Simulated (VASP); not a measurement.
## A VASP study of SnSe2 (PBEsol): structure first, properties next

What structure and properties does PBEsol give SnSe2, and how near are they to the measured ones? The steps: relaxing cell and atoms (PBEsol), single point with fields (PBEsol), bands along the symmetry lines (PBEsol), density of states (PBEsol), vibrations at Γ (PBEsol), independent-particle dielectric function (PBEsol), band structure (PBEsol + SOC), bands along the symmetry lines (HSE06), bands along the symmetry lines (TB-mBJ) and bands along the symmetry lines (PBEsol), changed input. The start is a cell from a database of measured crystal structures.

Calculated with VASP 6.6.1; PBEsol; plane waves and PAW (Sn_d, Se), in the first sound run; inputs show where later runs differ.

**Measured values to reproduce.**

“Temperature Dependent Excitonic Transition Energy and Enhanced Electron-Phonon Coupling in Layered Ternary SnS2-xSex Semiconductors with Fully Tunable Stoichiometry” (2021, pmc:8069899) reports for SnSe2, CdI2-type layered, by HRTEM (CVT-grown single crystal): lattice constant a 3.83 ± 0.02 Å [a from HRTEM images, limited precision; measurement temperature not stated]; lattice constant c 6.12 ± 0.02 Å [measurement temperature not stated].

For SnSe2, H1 hexagonal (CdI2-type, 1T) (commercial single crystal, neon medium, low pressure (value not stated), 300 K), “Unusual pressure-induced periodic lattice distortion in SnSe2” (2018, arxiv:1807.04993) gives, by Raman in diamond anvil cell, 488 nm excitation: Raman mode (Eg, approximate position in the low-pressure spectrum) about 120 cm⁻¹ [Rounded position in the low-pressure spectrum; exact pressure not stated, may not be …]; Raman mode (A1g, approximate position in the low-pressure spectrum) about 190 cm⁻¹ [Rounded position in the low-pressure spectrum; exact pressure not stated, may not be …].

### Step 1. Set-up

Before any relaxation, the start is as follows. Symmetry: P-3m1, No. 164, trigonal system. The conventional cell has a = 3.811 Å, b = 3.811 Å, c = 6.136 Å, α = 90.00°, β = 90.00°, γ = 120.00°. Nearest to Sn lie 6 Se at 2.68 Å. Nearest to Se lie 3 Sn at 2.68 Å. Farther neighbours and most contacts between anions are not listed.

As a file:

```xyz
3
Lattice="3.8110 0.0000 0.0000 -1.9055 3.3004 0.0000 0.0000 0.0000 6.1360" Properties=species:S:1:pos:R:3 pbc="T T T"
Sn    0.0000    0.0000    0.0000
Se    0.0000    2.2003    1.5279
Se    1.9055    1.1001    4.6081
```

### Step 2. Relaxing cell and atoms (PBEsol)

Properties are meant for the cell that this level of theory prefers, so cell and atoms are relaxed first (ISIF = 3) until forces and stress are small; EDIFFG sets the threshold. PBEsol restores the gradient expansion of exchange and is tuned for the cells of solids.

INCAR reads:

```
SYSTEM = SnSe2
PREC = Accurate
ENCUT = 400
EDIFF = 1E-06
NELM = 100
ISMEAR = 0
SIGMA = 0.05
LREAL = .FALSE.
ALGO = Normal
GGA = PS
NBANDS = 19
LORBIT = 11
LWAVE = .FALSE.
LCHARG = .FALSE.
KPAR = 2
IBRION = 2
NSW = 60
ISIF = 3
EDIFFG = -0.01
```

POSCAR reads:

```
SnSe2
1.0
    3.8110000000      0.0000000000      0.0000000000
   -1.9055000000      3.3004228138      0.0000000000
    0.0000000000      0.0000000000      6.1360000000
Sn Se
1 2
Direct
    0.0000000000      0.0000000000      0.0000000000
    0.3333333333      0.6666666667      0.2490000000
    0.6666666667      0.3333333333      0.7510000000
```

KPOINTS reads:

```
Automatic mesh
0
Gamma
7 7 4
0 0 0
```

The projector-augmented-wave data sets are Sn_d and Se (PBE family, release 64).

The run is started by

```console
mpirun -np 2 vasp_std
```

Output:

```text
[banner, memory and clock lines left out]
running    2 mpi-ranks, on    1 nodes
 distrk:  each k-point on    1 cores,    2 groups
 distr:  one band on    1 cores,    1 groups

 POSCAR found type information on POSCAR SnSe
 POSCAR found :  2 types and       3 ions
|                                                                             |
|               ----> ADVICE to this user running VASP <----                  |
|                                                                             |
|     You enforced a specific xc type in the INCAR file but a different       |
|     [... a line on the potential file left out ...]
|     I HOPE YOU KNOW WHAT YOU ARE DOING!                                     |
|                                                                             |

 LDA part: xc-table for (Slater+PW92), standard interpolation
 POSCAR, INCAR and KPOINTS ok, starting setup
 FFT: planning ... GRIDC
 FFT: planning ... GRID_SOFT
 FFT: planning ... GRID
 WAVECAR not read
 entering main loop
       N       E                     dE             d eps       ncg     rms          rms(c)
DAV:   1     0.183010753340E+03    0.18301E+03   -0.10647E+04  1073   0.129E+03
DAV:   2     0.684783031426E+01   -0.17616E+03   -0.17088E+03  1157   0.348E+02
DAV:   3    -0.126128745042E+02   -0.19461E+02   -0.19157E+02  1333   0.108E+02
DAV:   4    -0.132104504224E+02   -0.59758E+00   -0.59675E+00  1272   0.199E+01
DAV:   5    -0.132245384888E+02   -0.14088E-01   -0.14087E-01  1483   0.314E+00    0.520E+00
DAV:   6    -0.129697553660E+02    0.25478E+00   -0.47044E-01  1596   0.811E+00    0.330E+00
DAV:   7    -0.129390638178E+02    0.30692E-01   -0.16185E-01  1361   0.292E+00    0.884E-01
DAV:   8    -0.129368864394E+02    0.21774E-02   -0.12214E-02  1395   0.119E+00    0.266E-01
DAV:   9    -0.129369396539E+02   -0.53214E-04   -0.11919E-03  1172   0.255E-01    0.766E-02
DAV:  10    -0.129369439817E+02   -0.43278E-05   -0.89393E-05  1391   0.639E-02    0.281E-02
DAV:  11    -0.129369580322E+02   -0.14051E-04   -0.20605E-05  1148   0.268E-02    0.486E-03
DAV:  12    -0.129369585170E+02   -0.48484E-06   -0.11404E-06   981   0.873E-03
   1 F= -.12936959E+02 E0= -.12936959E+02  d E =-.129370E+02
 curvature:   0.00 expect dE= 0.000E+00 dE for cont linesearch  0.000E+00
 trial: gam= 0.00000 g(F)=  0.374E-01 g(S)=  0.851E-01 ort = 0.000E+00 (trialstep = 0.100E+01)
 search vector abs. value=  0.123E+00
 bond charge predicted
       N       E                     dE             d eps       ncg     rms          rms(c)
DAV:   1    -0.135794110133E+02   -0.64245E+00   -0.16233E+01  1357   0.617E+01    0.431E+00
DAV:   2    -0.131022436369E+02    0.47717E+00   -0.99473E-01  1402   0.147E+01    0.205E+00
DAV:   3    -0.129534435760E+02    0.14880E+00   -0.42277E-01  1402   0.884E+00    0.358E-01
DAV:   4    -0.129511916849E+02    0.22519E-02   -0.20953E-02  1142   0.135E+00    0.214E-01
DAV:   5    -0.129492160715E+02    0.19756E-02   -0.19613E-03  1489   0.413E-01    0.550E-02
DAV:   6    -0.129491851853E+02    0.30886E-04   -0.13204E-04  1226   0.103E-01    0.254E-02
DAV:   7    -0.129491910100E+02   -0.58247E-05   -0.16415E-05  1330   0.308E-02    0.523E-03
DAV:   8    -0.129491927430E+02   -0.17330E-05   -0.17059E-06   980   0.853E-03    0.238E-03
DAV:   9    -0.129491932821E+02   -0.53910E-06   -0.41301E-07   808   0.556E-03
   2 F= -.12949193E+02 E0= -.12949193E+02  d E =-.122348E-01
[... from here on, the cycles between the ionic steps are left out ...]
   3 F= -.12969931E+02 E0= -.12969931E+02  d E =-.329726E-01
   4 F= -.12973025E+02 E0= -.12973025E+02  d E =-.309344E-02
   5 F= -.12973634E+02 E0= -.12973634E+02  d E =-.370315E-02
   6 F= -.12973645E+02 E0= -.12973645E+02  d E =-.371374E-02
   7 F= -.12973823E+02 E0= -.12973823E+02  d E =-.178082E-03
   8 F= -.12973904E+02 E0= -.12973904E+02  d E =-.259030E-03
   9 F= -.12973976E+02 E0= -.12973976E+02  d E =-.723391E-04
  10 F= -.12974183E+02 E0= -.12974183E+02  d E =-.279559E-03
  11 F= -.12974552E+02 E0= -.12974552E+02  d E =-.647601E-03
  12 F= -.12975094E+02 E0= -.12975094E+02  d E =-.119008E-02
  13 F= -.12975369E+02 E0= -.12975369E+02  d E =-.146515E-02
  14 F= -.12975404E+02 E0= -.12975404E+02  d E =-.149978E-02
  15 F= -.12975529E+02 E0= -.12975529E+02  d E =-.125160E-03
  16 F= -.12975543E+02 E0= -.12975543E+02  d E =-.138920E-03
 curvature:  -0.89 expect dE=-0.359E-04 dE for cont linesearch -0.406E-07
 trial: gam= 0.14826 g(F)=  0.233E-05 g(S)=  0.381E-04 ort = 0.348E-05 (trialstep = 0.103E+01)
 search vector abs. value=  0.473E-04
 bond charge predicted
       N       E                     dE             d eps       ncg     rms          rms(c)
DAV:   1    -0.129759013552E+02   -0.35804E-03   -0.82250E-03  1369   0.128E+00    0.105E-01
DAV:   2    -0.129756310676E+02    0.27029E-03   -0.53244E-04  1402   0.347E-01    0.478E-02
DAV:   3    -0.129755553038E+02    0.75764E-04   -0.23133E-04  1396   0.213E-01    0.109E-02
DAV:   4    -0.129755549512E+02    0.35257E-06   -0.13601E-05  1097   0.330E-02    0.513E-03
DAV:   5    -0.129755548533E+02    0.97933E-07   -0.48781E-07   547   0.104E-02
  17 F= -.12975555E+02 E0= -.12975555E+02  d E =-.122441E-04
 trial-energy change:   -0.000012  1 .order   -0.000007   -0.000042    0.000029
 step:   0.7134(harm=  0.6095)  dis= 0.00007  next Energy=   -12.975559 (dE=-0.165E-04)
 reached required accuracy - stopping structural energy minimisation
```

Run time: 79 s. Hardware: 2 MPI ranks of AMD EPYC 9R45, shared host; peak memory 0.33 GiB; 2.2 min of CPU time.

The logs omit lines about the potential files and the build; timing stands in the text.

Parts of OUTCAR (step 2):

```text
ion  position               nearest neighbor table
   1  0.000  0.000  0.000-   2 2.68   3 2.68   2 2.68   3 2.68   3 2.68   2 2.68
   2  0.333  0.667  0.249-   1 2.68   1 2.68   1 2.68
   3  0.667  0.333  0.751-   1 2.68   1 2.68   1 2.68

  LATTYP: Found a hexagonal cell.
 ALAT       =     3.8110000000
 C/A-ratio  =     1.6100760955

 Subroutine GETGRP returns: Found 12 space group operations
 (whereof 12 operations were pure point group operations)

The static configuration has the point symmetry D_3d.

 Found     28 irreducible k-points:

   k-points           NKPTS =     28   k-points in BZ     NKDIM =     28   number of bands    NBANDS=     19

   dimension x,y,z NGX =    28 NGY =   28 NGZ =   40
   dimension x,y,z NGXF=    56 NGYF=   56 NGZF=   80

   ENCUT  =  400.0 eV  29.40 Ry    5.42 a.u.   6.21  6.21 10.01*2*pi/ulx,y,z

   NELECT =      26.0000    total number of electrons

 k-points in reciprocal lattice and weights: Automatic mesh
   0.00000000  0.00000000  0.00000000       0.005
   0.14285714  0.00000000  0.00000000       0.031
   0.28571429 -0.00000000  0.00000000       0.031
   0.42857143 -0.00000000  0.00000000       0.031
   0.14285714  0.14285714  0.00000000       0.031
   0.28571429  0.14285714  0.00000000       0.061
   0.42857143  0.14285714  0.00000000       0.031
   0.28571429  0.28571429  0.00000000       0.031
   0.00000000  0.00000000  0.25000000       0.010
[...]
0.42857143  0.14285714  0.50000000       0.031
   0.28571429  0.28571429  0.50000000       0.031

 average (electrostatic) potential at core
       1-102.4999       2 -53.3509       3 -53.3509

 E-fermi :   4.2916

 k-point     1 :       0.0000    0.0000    0.0000
  band No.  band energies     occupation
    ...
      9       3.4715      2.00000
     10       3.4715      2.00000
     11       3.7059      2.00000
     12       3.7059      2.00000
     13       3.9583      2.00000
     14       4.9052      0.00000
     15       7.0093      0.00000
     16       8.6333      0.00000
     17       8.6333      0.00000
     18      12.0571      0.00000
    ...

 k-point     2 :       0.1429    0.0000    0.0000
  band No.  band energies     occupation
    ...
      9       1.7511      2.00000
     10       2.7186      2.00000
     11       2.7922      2.00000
     12       3.9753      2.00000
     13       4.0195      2.00000
     14       6.1016      0.00000
     15       7.6560      0.00000
     16       8.4731      0.00000
     17       8.9455      0.00000
     18      11.3794      0.00000
    ...

 k-point     3 :       0.2857   -0.0000    0.0000
  band No.  band energies     occupation
    ...
      9       0.2439      2.00000
     10       1.3896      2.00000
     11       2.0266      2.00000
     12       3.6242      2.00000
     13       3.9245      2.00000
     14       5.7231      0.00000
     15       7.8427      0.00000
     16       9.2487      0.00000
     17       9.6461      0.00000
     18      10.2501      0.00000
    ...

  Total        0.0217433      0.0217433      0.0161226     -0.0000000      0.0000000      0.0000000
  in kB        0.4493235      0.4493235      0.3331722     -0.0000000      0.0000000      0.0000000
  external PRESSURE =       0.4106064 kB  Pullay stress =       0.0000000 kB

  energy-cutoff  :      400.00
  volume of cell :       77.53
      direct lattice vectors                 reciprocal lattice vectors
     3.820297908 -0.000000000  0.000000000     0.261759691  0.151127028 -0.000000000
    -1.910148954  3.308475038 -0.000000000     0.000000000  0.302254056 -0.000000000
    -0.000000000  0.000000000  6.134106409    -0.000000000 -0.000000000  0.163022930

 POSITION                                       TOTAL-FORCE (eV/Angst)
 -----------------------------------------------------------------------------------
      0.00000      0.00000      0.00000         0.000000     -0.000000      0.000000
     -0.00000      2.20565      1.58696        -0.000000      0.000000      0.003607
      1.91015      1.10283      4.54714         0.000000     -0.000000     -0.003607
 -----------------------------------------------------------------------------------
    total drift:                               -0.000000      0.000000      0.000000

  FREE ENERGIE OF THE ION-ELECTRON SYSTEM (eV)
  ---------------------------------------------------
  free  energy   TOTEN  =       -12.9755548533 eV

  energy  without entropy=      -12.9755548533  energy(sigma->0) =      -12.97555485

 reached required accuracy - stopping structural energy minimisation

 total charge
# of ion       s       p       d       tot
------------------------------------------
    1        1.062   1.027  10.098  12.187
    2        1.488   2.290   0.028   3.806
    3        1.488   2.290   0.028   3.806
--------------------------------------------------
tot          4.038   5.607  10.154  19.799

[... 3 further parts left out ...]
```

CONTCAR:

```
SnSe2
   1.00000000000000
     3.8202979080620802   -0.0000000000000000    0.0000000000000002
    -1.9101489540310401    3.3084750383836603   -0.0000000000000000
    -0.0000000000000000    0.0000000000000003    6.1341064093134170
  Sn              Se
     1     2
Direct
     0.0000000000000000    0.0000000000000000    0.0000000000000000
     0.3333333332999970    0.6666666667000030    0.2587113851967813
     0.6666666667000030    0.3333333332999970    0.7412886148032186
```

The gap is read on the k-mesh alone, so it is an upper bound where the band edges lie off the mesh. The bonds form layers, held to each other by dispersion, which PBEsol lacks, so the spacing between them is unreliable. The PAW data sets were made with PBE, which is usual practice but a small mismatch for other functionals. The run keeps the 12 symmetry operations of its start, so it cannot find a distortion of lower symmetry.

Step by step:

| step | energy less that of the first step (eV) | largest force (eV/Å) | pressure (GPa) | volume (Å³) |
| --- | --- | --- | --- | --- |
| 1 | 0.0000 | 0.6226 | 2.62 | 77.18 |
| 2 | -0.0122 | 0.2730 | -2.41 | 81.97 |
| 3 | -0.0330 | 0.1023 | -0.37 | 79.79 |
| 4 | -0.0361 | 0.0543 | -0.22 | 79.34 |
| 5 | -0.0367 | 0.0163 | -0.06 | 79.00 |
| 6 | -0.0367 | 0.0212 | -0.09 | 79.04 |
| 7 | -0.0369 | 0.0378 | 0.02 | 78.87 |
| 8 | -0.0369 | 0.0610 | 0.17 | 78.62 |
| 9 | -0.0370 | 0.0602 | 0.18 | 78.60 |
| 10 | -0.0372 | 0.0575 | 0.17 | 78.53 |
| 11 | -0.0376 | 0.0523 | 0.13 | 78.39 |
| 12 | -0.0381 | 0.0425 | 0.08 | 78.12 |
| 13 | -0.0384 | 0.0230 | -0.03 | 77.56 |
| 14 | -0.0384 | 0.0280 | 0.00 | 77.69 |
| 15 | -0.0386 | 0.0057 | -0.04 | 77.66 |
| 16 | -0.0386 | 0.0049 | -0.06 | 77.64 |
| 17 | -0.0386 | 0.0036 | 0.04 | 77.53 |

| conventional cell, symmetrised | before | after | change |
| --- | --- | --- | --- |
| a (Å) | 3.811 | 3.820 | +0.2 % |
| b (Å) | 3.811 | 3.820 | +0.2 % |
| c (Å) | 6.136 | 6.134 | -0.0 % |
| volume (Å³/atom) | 25.73 | 25.84 | +0.5 % |

The atoms that moved most (Å, as changes of fractional coordinates times the final cell):

| atom | dx | dy | dz | length |
| --- | --- | --- | --- | --- |
| Se2 | 0.000 | 0.000 | 0.060 | 0.060 |
| Se3 | 0.000 | 0.000 | -0.060 | 0.060 |

Final coordinates:

```
Sn Se
1.0
     3.82030    0.00000    0.00000
    -1.91015    3.30848    0.00000
     0.00000    0.00000    6.13411
Sn Se
1 2
Direct
  0.00000 0.00000 0.00000
  0.33333 0.66667 0.25871
  0.66667 0.33333 0.74129
```

Numbers from this step:

| Property | Result |
| --- | --- |
| electrons | 26 |
| bands | 19 |
| irreducible k-points | 28 |
| symmetry operations | 12 |
| free energy (TOTEN) | -12.98 eV |
| Fermi energy | 4.292 eV |
| pressure | 0.04106 GPa |
| metallic | no |
| valence top at k | 0.1429, 0, 0 |
| conduction bottom at k | 0, 0.4286, 0.25 |
| least direct gap at k | 0, 0, 0 |
| SCF cycles over all ionic steps | 107 |
| gap on the k-mesh | 0.6368 eV |
| least direct gap on the k-mesh | 0.9469 eV |

It ends with a largest force of 0.004 eV/Å and a pressure of 0.04 GPa. The volume lies +0.5 % from that of the database's start.

[end of part 1 of 6]

[Lines on the potential files, build, host, timing and source positions are cut from VASP's logs without a mark.]

[Logs are printed without paths, hosts, clocks, repeated set-up lines and the standing remarks that a program may print on its own settings, such as how far it seeks lower states.]

[Hosts, paths, dates, database ids (printed as entryN), source tags and the programs' standing remarks are cut or masked in the printed files.]

[A measured line is paired with the nearest computed mode of its activity, which favours agreement.]
